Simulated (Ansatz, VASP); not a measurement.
# H2C4SCl2O2 (H2C4SCl2O2 (C2/c)) in two plane-wave programs

Wanted: the spread between two codes on one cell, functional and k mesh. Of the first pair: The structure shown is the start of the Ansatz relaxation below; VASP solves that cell, so the two are compared at the walk's first step.

Program: Ansatz 0.2.0. Level of theory: plane waves, with VASP 6.6.1 beside it; PBE with D3(BJ). Results are calculated unless marked as measured.

**1. The structure**

The cell holds 176 atoms: 32 H, 64 C, 16 S, 32 Cl and 32 O. Its edges and angles: a = 14.864 Å, b = 9.940 Å, c = 16.471 Å, α = 90.0°, β = 91.2°, γ = 90.0°. It derives from H2C4SCl2O2 (C2/c), repeated 2×1×2. As first built, before any earlier steps moved the atoms or strained the cell (in the runner's words): H2C4SCl2O2, space group C2/c, measured structure (Crystallography Open Database), 2 x 1 x 2 conventional cells; every coordinate displaced by a Gaussian of 0.01 A; bonds to H set to neutron lengths (C-H 1.089, N-H 1.015, O-H 0.983, B-H 1.19 A) where the measured ones are shorter.

**2. Ansatz: relaxation, PBE with D3(BJ)**

Ansatz runs on its default PAW (the set named soft_2) files.

The two programs are compared at the cell with which this relaxation starts, whose forces are those of its first step.

input.yaml

```yaml
crystal:
  lattice:
    - [14.86333, 0.00069, -0.11048]
    - [0.00047, 9.94022, 0.00082]
    - [-0.20954, 0.00135, 16.46943]
  atoms:
    - { symbol: H, position: [0.32381, 0.33348, 0.08648] }
    - { symbol: H, position: [0.17695, 0.33319, 0.16335] }
    - { symbol: H, position: [0.07374, 0.8336, 0.08646] }
    - { symbol: H, position: [0.42629, 0.8335, 0.16348] }
    - { symbol: H, position: [0.17655, 0.66672, 0.41343] }
    - { symbol: H, position: [0.32346, 0.66679, 0.33663] }
    - { symbol: H, position: [0.42665, 0.16665, 0.41343] }
    - { symbol: H, position: [0.07352, 0.16652, 0.33656] }
    - { symbol: C, position: [0.07237, 0.0415, 0.0877] }
    - { symbol: C, position: [0.42778, 0.04139, 0.16226] }
    - { symbol: C, position: [0.32238, 0.54137, 0.08771] }
    - { symbol: C, position: [0.17801, 0.5411, 0.16211] }
    - { symbol: C, position: [0.4279, 0.95875, 0.41222] }
    - { symbol: C, position: [0.07224, 0.95861, 0.33777] }
    - { symbol: C, position: [0.17787, 0.45883, 0.41227] }
    - { symbol: C, position: [0.32224, 0.45888, 0.33785] }
    - { symbol: C, position: [0.04133, 0.92267, 0.10369] }
    - { symbol: C, position: [0.45874, 0.92253, 0.14625] }
    - { symbol: C, position: [0.29139, 0.42252, 0.10373] }
    - { symbol: C, position: [0.20921, 0.42237, 0.14611] }
    - { symbol: C, position: [0.459, 0.07753, 0.3962] }
    - { symbol: C, position: [0.04116, 0.07741, 0.35378] }
    - { symbol: C, position: [0.20894, 0.57763, 0.39623] }
    - { symbol: C, position: [0.29112, 0.57766, 0.35386] }
    - { symbol: S, position: [0.2501, 0.66341, 0.12491] }
    - { symbol: S, position: [0.00015, 0.16359, 0.12495] }
    - { symbol: S, position: [0.25009, 0.33667, 0.37508] }
    - { symbol: S, position: [3.0e-05, 0.83644, 0.37495] }
    - { symbol: Cl, position: [0.16294, 0.08929, 0.04099] }
    - { symbol: Cl, position: [0.33728, 0.0893, 0.20903] }
[... 140 atom lines left out ...]
    - { symbol: O, position: [0.95828, 0.23588, 0.56138] }
    - { symbol: O, position: [0.54174, 0.23583, 0.68869] }
    - { symbol: O, position: [0.79175, 0.26404, 0.93869] }
    - { symbol: O, position: [0.70845, 0.26404, 0.8114] }
    - { symbol: O, position: [0.5417, 0.76411, 0.93863] }
    - { symbol: O, position: [0.9583, 0.76428, 0.81139] }
kpoints:
  mp_grid: { grid: [1, 1, 1] }
hamiltonian:
  xc: pbe
  dispersion: d3bj
scf:
  occupations: { method: fixed }
output:
  forces: true
  eigenvalues: true
  stress: true
relax:
  f_tol: 0.05
  max_steps: 70
```

Started as:

```
$ ansatz run input.yaml --threads 4 --pin off --max-ram 8192MiB --backend cpu --events-out ev --progress --plain --runs-dir out
```

Numbers of over 12 decimals in the logs are rounded to 6 here.

The program printed:

```text
Warning: output.stress: scf.convergence.dr2_threshold = 1e-7 eV (the SCF's general default) is looser than the 1.08e-8 eV advised for a printed stress (1e-10 eV for each atom of the cell: 176, of which 108 are counted). What an SCF threshold leaves in a stress goes as its square root, and in the free energy as the threshold itself, and one threshold admits the most on a small cell: [figures from the program's tests c [...]
Engine: ansatz 0.2.0, aarch64-unknown-linux-gnu
Pseudopotentials: kind: paw
Pseudopotential: H, paw, valence charge 1, recommended cutoff 420 eV (normal), H.paw.azcp
Pseudopotential: C, paw, valence charge 4, recommended cutoff 420 eV (normal), C.paw.azcp
Pseudopotential: S, paw, valence charge 6, recommended cutoff 420 eV (normal), S.paw.azcp
Pseudopotential: Cl, paw, valence charge 7, recommended cutoff 420 eV (normal), Cl.paw.azcp
Pseudopotential: O, paw, valence charge 6, recommended cutoff 420 eV (normal), O.paw.azcp
Functional definition: PBE
  parameter kappa = 0.804
  parameter beta = 0.066725
  exchange = pbe_x(kappa = kappa, mu = beta*pi^2/3)
  correlation = pbe_c(beta = beta)
Crystal: 176 atoms, lattice volume = 2433.042 Å³
Basis set: ecut = 420 eV, 47577 PW (Γ), exchange–correlation on 200×144×240 points (8 copies of the dense FFT grid, shifted against one another)
Bands: 576, of which v1, the nominal top of the filled ones, is band 400 counted from 1 (399 counted from 0)
Symmetry: 1 space group operations
Space group: P1 (ITA 1), of the structure as read, at distance tolerance 1.3e-4 Å
k-points: 1
Non-local potential: H, projectors of the file, l = 0: 2, l = 1: 1
Non-local potential: C, projectors of the file, l = 0: 2, l = 1: 2, l = 2: 1
Non-local potential: S, projectors of the file, l = 0: 2, l = 1: 2, l = 2: 2
Non-local potential: Cl, projectors of the file, l = 0: 2, l = 1: 2, l = 2: 2
Non-local potential: O, projectors of the file, l = 0: 2, l = 1: 2, l = 2: 1
PAW form: soft (Blöchl's): semilocal exchange-correlation on the pseudo side does not see the compensation charge
PAW one-centre angular grid: H, 110 points (default); XC on 64 Gauss nodes
PAW one-centre angular grid: C, 110 points (default); XC on 64 Gauss nodes
PAW one-centre angular grid: S, 110 points (default); XC on 64 Gauss nodes
PAW one-centre angular grid: Cl, 110 points (default); XC on 64 Gauss nodes
PAW one-centre angular grid: O, 110 points (default); XC on 64 Gauss nodes
Initial density: superposition of atomic densities (neutral atoms: chi_scale 0, normalization atom), corrected by the library's trained network
Initial wavefunctions: pseudopotential atomic-orbital guess
Functional: x = pbe(κ = 0.804, μ = 0.219515), c = pbe(β = 0.066725)
SCF iter   1: F=—  HF=-83658.773143 eV  |F-HF|=—  |Δ(HF+E_count)|=         —  Δρ=7.04e-3  dr2=1.33e0  ethr=1.77e-3  ⟨swp⟩=5.0  Hψ=2248  notcnv=0  defer=161
preconditioner: auto → Resta (q_TF=auto, 2.267 Å⁻¹)  ε∞=3.1  [insulator: Δε(μ)=2.311 eV  Ē_g=14.274 eV  n_scr=484 (ndim 8)  ℏωp=20.9 eV  f_vac=0.108  ε∞_Penn≈3.1]
SCF iter   2: F=—  HF=-83658.324332 eV  |F-HF|=—  |Δ(HF+E_count)|=   4.49e-1  Δρ=3.69e-3  dr2=2.12e-1  ethr=1.66e-4  ⟨swp⟩=2.0  Hψ=906  notcnv=0  defer=171
SCF iter   3: F=—  HF=-83658.341250 eV  |F-HF|=—  |Δ(HF+E_count)|=   1.69e-2  Δρ=1.54e-3  dr2=5.22e-2  ethr=2.65e-5  ⟨swp⟩=2.0  Hψ=821  notcnv=0  defer=171
SCF iter   4: F=—  HF=-83658.338084 eV  |F-HF|=—  |Δ(HF+E_count)|=   3.17e-3  Δρ=4.26e-4  dr2=3.10e-3  ethr=6.53e-6  ⟨swp⟩=2.0  Hψ=819  notcnv=0  defer=173
SCF iter   5: F=—  HF=-83658.339375 eV  |F-HF|=—  |Δ(HF+E_count)|=   1.29e-3  Δρ=1.47e-4  dr2=4.60e-4  ethr=3.87e-7  ⟨swp⟩=2.0  Hψ=799  notcnv=0  defer=173
SCF iter   6: F=—  HF=-83658.339570 eV  |F-HF|=—  |Δ(HF+E_count)|=   1.95e-4  Δρ=4.91e-5  dr2=5.62e-5  ethr=5.75e-8  ⟨swp⟩=2.0  Hψ=816  notcnv=0  defer=173
SCF iter   7: F=-83658.339608 eV  HF=-83658.339603 eV  |F-HF|=5.38e-6  |Δ(HF+E_count)|=   3.24e-5  Δρ=1.53e-5  dr2=6.02e-6  ethr=7.03e-9  ⟨swp⟩=17.0  Hψ=4182  notcnv=0
[...]
- { symbol: S, position: [9.943654980718551e-5, 0.164579, 0.625052] }
    - { symbol: S, position: [0.250009, 0.335465, 0.874957] }
    - { symbol: S, position: [-2.2499520719835783e-5, 0.835416, 0.874939] }
    - { symbol: Cl, position: [0.168469, 0.090065, 0.539441] }
    - { symbol: Cl, position: [0.331691, 0.090043, 0.710643] }
    - { symbol: Cl, position: [0.418472, 0.590078, 0.539476] }
    - { symbol: Cl, position: [0.081705, 0.590099, 0.710689] }
    - { symbol: Cl, position: [0.331639, 0.909989, 0.960555] }
    - { symbol: Cl, position: [0.168369, 0.909960, 0.789326] }
    - { symbol: Cl, position: [0.081627, 0.409982, 0.960552] }
    - { symbol: Cl, position: [0.418377, 0.410012, 0.789330] }
    - { symbol: O, position: [0.207799, 0.739856, 0.558880] }
    - { symbol: O, position: [0.292387, 0.739923, 0.691232] }
    - { symbol: O, position: [0.457745, 0.239878, 0.558837] }
    - { symbol: O, position: [0.042402, 0.239809, 0.691223] }
    - { symbol: O, position: [0.292322, 0.260244, 0.941146] }
    - { symbol: O, position: [0.207715, 0.260178, 0.808804] }
    - { symbol: O, position: [0.042269, 0.760140, 0.941117] }
    - { symbol: O, position: [0.457730, 0.760204, 0.808793] }
    - { symbol: H, position: [0.826203, 0.324050, 0.085661] }
    - { symbol: H, position: [0.673938, 0.324040, 0.164409] }
    - { symbol: H, position: [0.576161, 0.824089, 0.085599] }
    - { symbol: H, position: [0.923960, 0.824043, 0.164425] }
    - { symbol: H, position: [0.673918, 0.675964, 0.414364] }
    - { symbol: H, position: [0.826173, 0.675955, 0.335602] }
    - { symbol: H, position: [0.923867, 0.175950, 0.414336] }
    - { symbol: H, position: [0.576190, 0.176001, 0.335669] }
    - { symbol: C, position: [0.575049, 0.039080, 0.087266] }
    - { symbol: C, position: [0.925106, 0.039035, 0.162805] }
    - { symbol: C, position: [0.825053, 0.539043, 0.087294] }
    - { symbol: C, position: [0.675053, 0.539032, 0.162755] }
    - { symbol: C, position: [0.924980, 0.960960, 0.412654] }
    - { symbol: C, position: [0.575050, 0.961009, 0.337300] }
    - { symbol: C, position: [0.675053, 0.460974, 0.412734] }
    - { symbol: C, position: [0.825056, 0.460965, 0.337275] }
    - { symbol: C, position: [0.542694, 0.916099, 0.103417] }
    - { symbol: C, position: [0.957440, 0.916053, 0.146626] }
    - { symbol: C, position: [0.792719, 0.416056, 0.103462] }
    - { symbol: C, position: [0.707405, 0.416051, 0.146595] }
    - { symbol: C, position: [0.957336, 0.083943, 0.396513] }
    - { symbol: C, position: [0.542712, 0.083993, 0.353474] }
    - { symbol: C, position: [0.707393, 0.583955, 0.396559] }
    - { symbol: C, position: [0.792706, 0.583949, 0.353425] }
    - { symbol: S, position: [0.750037, 0.664582, 0.125009] }
    - { symbol: S, position: [0.500051, 0.164626, 0.124998] }
    - { symbol: S, position: [0.750063, 0.335428, 0.375021] }
    - { symbol: S, position: [0.500048, 0.835465, 0.375030] }
    - { symbol: Cl, position: [0.668434, 0.090071, 0.039394] }
    - { symbol: Cl, position: [0.831725, 0.090037, 0.210683] }
    - { symbol: Cl, position: [0.918428, 0.590058, 0.039413] }
    - { symbol: Cl, position: [0.581683, 0.590044, 0.210645] }
    - { symbol: Cl, position: [0.831606, 0.909948, 0.460537] }
    - { symbol: Cl, position: [0.668408, 0.909998, 0.289392] }
    - { symbol: Cl, position: [0.581670, 0.409982, 0.460611] }
    - { symbol: Cl, position: [0.918423, 0.409956, 0.289380] }
    - { symbol: O, position: [0.707722, 0.739817, 0.058826] }
    - { symbol: O, position: [0.792328, 0.739851, 0.191170] }
    - { symbol: O, position: [0.957811, 0.239852, 0.058905] }
    - { symbol: O, position: [0.542349, 0.239856, 0.191171] }
    - { symbol: O, position: [0.792364, 0.260181, 0.441207] }
    - { symbol: O, position: [0.707773, 0.260167, 0.308857] }
    - { symbol: O, position: [0.542353, 0.760189, 0.441201] }
    - { symbol: O, position: [0.957697, 0.760181, 0.308751] }
    - { symbol: H, position: [0.826175, 0.324021, 0.585638] }
    - { symbol: H, position: [0.673914, 0.324036, 0.664391] }
    - { symbol: H, position: [0.576199, 0.824091, 0.585619] }
    - { symbol: H, position: [0.923947, 0.824039, 0.664397] }
    - { symbol: H, position: [0.673888, 0.675932, 0.914345] }
    - { symbol: H, position: [0.826137, 0.675946, 0.835573] }
    - { symbol: H, position: [0.923891, 0.175957, 0.914344] }
    - { symbol: H, position: [0.576166, 0.175978, 0.835598] }
    - { symbol: C, position: [0.575062, 0.039082, 0.587284] }
    - { symbol: C, position: [0.925094, 0.039032, 0.662776] }
    - { symbol: C, position: [0.825034, 0.539014, 0.587258] }
    - { symbol: C, position: [0.675037, 0.539028, 0.662720] }
    - { symbol: C, position: [0.924988, 0.960966, 0.912671] }
    - { symbol: C, position: [0.575027, 0.960986, 0.837232] }
    - { symbol: C, position: [0.675030, 0.460942, 0.912701] }
    - { symbol: C, position: [0.825034, 0.460955, 0.837243] }
    - { symbol: C, position: [0.542721, 0.916094, 0.603437] }
    - { symbol: C, position: [0.957426, 0.916048, 0.646594] }
    - { symbol: C, position: [0.792696, 0.416032, 0.603435] }
    - { symbol: C, position: [0.707383, 0.416041, 0.646568] }
    - { symbol: C, position: [0.957353, 0.083944, 0.896527] }
    - { symbol: C, position: [0.542688, 0.083970, 0.853402] }
    - { symbol: C, position: [0.707366, 0.583927, 0.896534] }
    - { symbol: C, position: [0.792677, 0.583934, 0.853397] }
    - { symbol: S, position: [0.750030, 0.664565, 0.624973] }
    - { symbol: S, position: [0.500051, 0.164612, 0.625012] }
    - { symbol: S, position: [0.750047, 0.335406, 0.874989] }
    - { symbol: S, position: [0.500026, 0.835444, 0.874962] }
    - { symbol: Cl, position: [0.668442, 0.090088, 0.539409] }
    - { symbol: Cl, position: [0.831722, 0.090027, 0.710669] }
    - { symbol: Cl, position: [0.918411, 0.590019, 0.539376] }
    - { symbol: Cl, position: [0.581673, 0.590045, 0.710615] }
    - { symbol: Cl, position: [0.831608, 0.909965, 0.960548] }
    - { symbol: Cl, position: [0.668395, 0.909969, 0.789341] }
    - { symbol: Cl, position: [0.581651, 0.409943, 0.960583] }
    - { symbol: Cl, position: [0.918402, 0.409960, 0.789345] }
    - { symbol: O, position: [0.707724, 0.739814, 0.558791] }
    - { symbol: O, position: [0.792329, 0.739824, 0.691134] }
    - { symbol: O, position: [0.957802, 0.239855, 0.558877] }
    - { symbol: O, position: [0.542339, 0.239856, 0.691185] }
    - { symbol: O, position: [0.792353, 0.260168, 0.941176] }
    - { symbol: O, position: [0.707766, 0.260137, 0.808823] }
    - { symbol: O, position: [0.542327, 0.760178, 0.941139] }
    - { symbol: O, position: [0.957673, 0.760185, 0.808768] }
```

Reading the cycles: dr2 is the Hartree energy of the density residual (eV), the measure of convergence; HF is the Harris–Foulkes estimate of the energy, which meets the free energy F at convergence.

**3. VASP: single point, PBE with D3(BJ), start cell, pair 1**

The same cell, functional and mesh now go to VASP, with its own data sets.

Lines of VASP's logs that name or quote its potential files are left out, and so is its time.

INCAR

```
SYSTEM = H2C4SCl2O2
PREC = Accurate
ENCUT = 520
EDIFF = 1E-06
NELM = 120
ISMEAR = 0
SIGMA = 0.01
LREAL = Auto
ALGO = Normal
GGA = PE
IVDW = 12
NBANDS = 523
LORBIT = 11
LWAVE = .FALSE.
LCHARG = .FALSE.
ISIF = 2
LASPH = .TRUE.
GGA_COMPAT = .FALSE.
EFERMI = MIDGAP
```

POSCAR

```
H2C4SCl2O2
1.0
   14.8633300000      0.0006900000     -0.1104800000
    0.0004700000      9.9402200000      0.0008200000
   -0.2095400000      0.0013500000     16.4694300000
H C S Cl O
32 64 16 32 32
Direct
    0.3238079620      0.3334795228      0.0864814903
    0.1769503668      0.3331875333      0.1633496887
    0.0737402215      0.8335964794      0.0864609929
    0.4262883036      0.8335011865      0.1634794198
    0.1765497228      0.6667176431      0.4134301251
    0.3234620957      0.6667882966      0.3366290956
    0.4266508479      0.1666509873      0.4134326283
    0.0735195246      0.1665249776      0.3365620964
    0.3233369021      0.3333311501      0.5866170796
    0.1764311641      0.3335120004      0.6634120692
    0.0735089074      0.8334883543      0.5864221047
    0.4264267151      0.8335540008      0.6634187163
    0.1764121817      0.6665893952      0.9133615076
    0.3233315365      0.6667707073      0.8365787350
    0.4266678893      0.1666535120      0.9133528976
    0.0735326582      0.1666582571      0.8366827042
    0.8234014472      0.3334850693      0.0865904852
    0.6765096823      0.3335954927      0.1634220032
    0.5731594634      0.8331191449      0.0866174178
    0.9268188320      0.8333859932      0.1632425389
    0.6766466612      0.6665219629      0.4134575013
    0.8234972788      0.6665725121      0.3365710525
    0.9266528984      0.1665358015      0.4134107891
    0.5735219963      0.1666210506      0.3365706088
    0.8232720051      0.3333366874      0.5866190727
    0.6764080085      0.3335175215      0.6635114920
    0.5733322812      0.8333932725      0.5866115808
    0.9266767856      0.8333382053      0.6633317555
    0.6764976320      0.6663936968      0.9135284594
    0.8233827448      0.6665649570      0.8367029546
[... 140 atom lines left out ...]
    0.9582792217      0.2358781724      0.5613780968
    0.5417425033      0.2358294348      0.6886916142
    0.7917518204      0.2640370598      0.9386879953
    0.7084479800      0.2640400096      0.8113974084
    0.5416970248      0.7641137799      0.9386311557
    0.9583020526      0.7642832245      0.8113909527
```

KPOINTS

```
Automatic mesh
0
Gamma
1 1 1
0 0 0
```

PAW data sets: H, C, S, Cl and O (PBE family, release 64).

Started as:

```
$ export OMP_NUM_THREADS=3
$ mpirun -np 1 vasp_gam
```

The program printed:

```text
[banner, memory and clock lines left out]
running    1 mpi-ranks, on    1 nodes
[...]
Offloading initialized ...    1 GPUs detected
[...]
LDA part: xc-table for (Slater+PW92), standard interpolation
 POSCAR, INCAR and KPOINTS ok, starting setup
[...]
entering main loop
       N       E                     dE             d eps       ncg     rms          rms(c)
DAV:   1     0.856494004877E+04    0.85649E+04   -0.43261E+05  1062   0.146E+03
DAV:   2    -0.365008079025E+02   -0.86014E+04   -0.82187E+04  1572   0.343E+02
DAV:   3    -0.109682149490E+04   -0.10603E+04   -0.10477E+04  1228   0.130E+02
DAV:   4    -0.112864448574E+04   -0.31823E+02   -0.31659E+02  1260   0.239E+01
[...]
DAV:  16    -0.998703393621E+03   -0.61923E-05   -0.47248E-05  1268   0.999E-03    0.509E-02
DAV:  17    -0.998703390017E+03    0.36041E-05   -0.61434E-06  1220   0.497E-03    0.161E-02
DAV:  18    -0.998703389823E+03    0.19468E-06   -0.26250E-06   860   0.264E-03
   1 F= -.10191671E+04 E0= -.10191671E+04  d E =0.000000E+00
```

Parts of OUTCAR (step 3):

```text
  FREE ENERGIE OF THE ION-ELECTRON SYSTEM (eV)
  ---------------------------------------------------
  free  energy   TOTEN  =     -1019.1670659614 eV

  energy  without entropy=    -1019.1670659614  energy(sigma->0) =    -1019.16706596
```

The run ends at a pressure of 12.39 GPa, with forces up to 2.9 eV/Å.

(Continued in part 2 of 2.)

[Lines on the potential files, build, host, timing and source positions are cut from VASP's logs without a mark.]

[Logs are printed without paths, hosts, clocks, repeated set-up lines and the standing remarks that a program may print on its own settings, such as how far it seeks lower states.]

[Hosts, paths, dates, database ids (printed as entryN), source tags and the programs' standing remarks are cut or masked in the printed files.]
